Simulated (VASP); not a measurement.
An input for Ansatz (written as the equivalent of a VASP run, and not itself run):

Ansatz 0.2 input:
```yaml
crystal:
  lattice:
    - [5.7229520, 0.0000000, 0.0000000]
    - [0.0000000, 5.7229520, 0.0000000]
    - [0.0000000, 0.0000000, 5.7229520]
  atoms:
    - { symbol: Ru, position: [0.0000000, 0.5000000, 0.5000000] }
    - { symbol: Ru, position: [0.5000000, 0.5000000, 0.0000000] }
    - { symbol: Ru, position: [0.5000000, 0.0000000, 0.5000000] }
    - { symbol: Ru, position: [0.0000000, 0.0000000, 0.0000000] }
    - { symbol: S, position: [0.3882000, 0.1118000, 0.8882000] }
    - { symbol: S, position: [0.6118000, 0.8882000, 0.1118000] }
    - { symbol: S, position: [0.1118000, 0.8882000, 0.3882000] }
    - { symbol: S, position: [0.8882000, 0.1118000, 0.6118000] }
    - { symbol: S, position: [0.8882000, 0.3882000, 0.1118000] }
    - { symbol: S, position: [0.1118000, 0.6118000, 0.8882000] }
    - { symbol: S, position: [0.6118000, 0.6118000, 0.6118000] }
    - { symbol: S, position: [0.3882000, 0.3882000, 0.3882000] }
kpoints:
  mp_grid: { grid: [3, 3, 3], shift: [0.5, 0.5, 0.5] }
hamiltonian:
  xc: revpbe
  pseudopotentials: { kind: paw }
scf:
  occupations: { method: gaussian, width: 0.05 }
  max_iter: 100
output: { forces: true, stress: true, eigenvalues: true }
```

Problem. Write the VASP files for the same calculation (revPBE).

Solution. This is not unique; one that fits is 
### POSCAR
```
RuS2
1
    5.7229520000     0.0000000000     0.0000000000
    0.0000000000     5.7229520000     0.0000000000
    0.0000000000     0.0000000000     5.7229520000
Ru S
4 8
Direct
  0.0000000000   0.5000000000   0.5000000000
  0.5000000000   0.5000000000   0.0000000000
  0.5000000000   0.0000000000   0.5000000000
  0.0000000000   0.0000000000   0.0000000000
  0.3882000000   0.1118000000   0.8882000000
  0.6118000000   0.8882000000   0.1118000000
  0.1118000000   0.8882000000   0.3882000000
  0.8882000000   0.1118000000   0.6118000000
  0.8882000000   0.3882000000   0.1118000000
  0.1118000000   0.6118000000   0.8882000000
  0.6118000000   0.6118000000   0.6118000000
  0.3882000000   0.3882000000   0.3882000000
```

**KPOINTS**
```
Automatic
0
gamma
  3 3 3
0.5 0.5 0.5
```

**INCAR**
```
# general
SYSTEM   =  RuS2
PREC     =  Accurate
ENCUT    =  300
LREAL    =  .FALSE.
LASPH    =  .TRUE.

# electronic loop
EDIFF    =  1E-6
NELM     =  100
ALGO     =  Normal
LMAXMIX  =  4

# smearing
ISMEAR   =  0
SIGMA    =  0.05

# functional
GGA      =  RE

# ions
ISIF     =  2

# output
LWAVE    =  .FALSE.
LCHARG   =  .FALSE.
```

POTCAR, in this order: Ru_pv S (PBE.64 set). Program: vasp_std.

The two are equivalent in intent, not identical: each code has its own PAW files, so the cut-off isn't converted (ENCUT is set for VASP's; basis.ecutwfc is left out, and Ansatz then takes the one that its files recommend); Ansatz stops its SCF on the density residual and VASP on the energy change (EDIFF).

The structure comes from a computed database's RuS2 entry; how it stands against other phases isn't given here. The cell was not relaxed at this level. The run is one of a series of settings (GGA = RE against the base run), some of them coarse on purpose.
